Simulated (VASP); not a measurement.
Output of a VASP run:

OSZICAR:
```
       N       E                     dE             d eps       ncg     rms          rms(c)
DAV:   1     0.108404002365E+03    0.10840E+03   -0.13009E+04   870   0.145E+03
DAV:   2    -0.272747343853E+02   -0.13568E+03   -0.13365E+03  1136   0.328E+02
DAV:   3    -0.312152146775E+02   -0.39405E+01   -0.39377E+01  1066   0.544E+01
DAV:   4    -0.312406612296E+02   -0.25447E-01   -0.25441E-01  1122   0.475E+00
DAV:   5    -0.312408722843E+02   -0.21105E-03   -0.21105E-03  1052   0.390E-01    0.469E+01
DAV:   6    -0.250824341291E+02    0.61584E+01   -0.33486E+01   968   0.406E+01    0.428E+01
DAV:   7    -0.249805342529E+02    0.10190E+00   -0.87434E-01  1031   0.871E+00    0.296E+01
DAV:   8    -0.249475045046E+02    0.33030E-01   -0.26271E-01  1115   0.547E+00    0.706E+00
DAV:   9    -0.249343095293E+02    0.13195E-01   -0.49521E-02  1052   0.205E+00    0.166E+00
DAV:  10    -0.249342302588E+02    0.79271E-04   -0.36486E-03  1226   0.484E-01    0.151E-01
DAV:  11    -0.249342195100E+02    0.10749E-04   -0.20588E-04   989   0.123E-01    0.173E-01
DAV:  12    -0.249342207994E+02   -0.12894E-05   -0.22076E-05  1159   0.390E-02    0.274E-02
DAV:  13    -0.249342211576E+02   -0.35818E-06   -0.10271E-06   694   0.906E-03
   1 F= -.24934221E+02 E0= -.24934221E+02  d E =-.192785E-20
```

### OUTCAR
```
------------------------ aborting loop because EDIFF is reached ----------------------------------------
  FORCE on cell =-STRESS in cart. coord.  units (eV):
  Direction    XX          YY          ZZ          XY          YZ          ZX
  --------------------------------------------------------------------------------------
  Total       -0.4975348     -0.4975348     -0.4975348      0.0000000      0.0000000      0.0000000
  in kB      -24.3222016    -24.3222016    -24.3222016      0.0000000      0.0000000      0.0000000
  external PRESSURE =     -24.3222016 kB  Pullay stress =       0.0000000 kB
  volume of cell :       32.77
      direct lattice vectors                 reciprocal lattice vectors
     0.000000000  2.540000000  2.540000000    -0.196850394  0.196850394  0.196850394
     2.540000000  0.000000000  2.540000000     0.196850394 -0.196850394  0.196850394
     2.540000000  2.540000000  0.000000000     0.196850394  0.196850394 -0.196850394
 POSITION                                       TOTAL-FORCE (eV/Angst)
 -----------------------------------------------------------------------------------
      0.00000      0.00000      0.00000        -0.000000      0.000000     -0.000000
      1.27000      1.27000      1.27000         0.000000     -0.000000     -0.000000
      3.81000      3.81000      3.81000         0.000000      0.000000      0.000000
 -----------------------------------------------------------------------------------
    total drift:                                0.000000      0.000000      0.000000
  FREE ENERGIE OF THE ION-ELECTRON SYSTEM (eV)
  ---------------------------------------------------
  free  energy   TOTEN  =       -24.9342211576 eV

  energy  without entropy=      -24.9342211576  energy(sigma->0) =      -24.93422116
```
(Selected blocks of OUTCAR.)

File POSCAR:
```
HfO2
1
    0.0000000000     2.5400000000     2.5400000000
    2.5400000000     0.0000000000     2.5400000000
    2.5400000000     2.5400000000     0.0000000000
Hf O
1 2
Direct
  0.0000000000   0.0000000000   0.0000000000
  0.2500000000   0.2500000000   0.2500000000
  0.7500000000   0.7500000000   0.7500000000
```

Q: Write an INCAR and KPOINTS that could have produced this output.

A: Several could match; the one computed here: the input of the run itself, optB88-vdW, plane waves, VASP's PBE PAW potentials (set 64).

INCAR:
```
SYSTEM = HfO2
PREC = Accurate
ENCUT = 520
EDIFF = 1E-6
NELM = 100
ALGO = Normal
LREAL = .FALSE.
LASPH = .TRUE.
ISMEAR = 0
SIGMA = 0.05
GGA = BO
LMAXMIX = 6
LWAVE = .FALSE.
LCHARG = .FALSE.
ISIF = 2
PARAM1 = 0.1833333333
PARAM2 = 0.22
LUSE_VDW = .TRUE.
AGGAC = 0.0
```

**KPOINTS**
```
Automatic mesh
0
Gamma
8 8 8
0 0 0
```

POTCAR, in this order: Hf_pv O (PBE.64 set). Program: vasp_std.

The compound is HfO2 in the fluorite structure, the high-temperature cubic form, which is unstable at 0 K; the monoclinic form is the stable one. The cell was not relaxed at this level. The run is one of a series of settings (AGGAC = 0.0, GGA = BO, LUSE_VDW = .TRUE., PARAM1 = 0.1833333333, PARAM2 = 0.22 against the base run), some of them coarse on purpose.
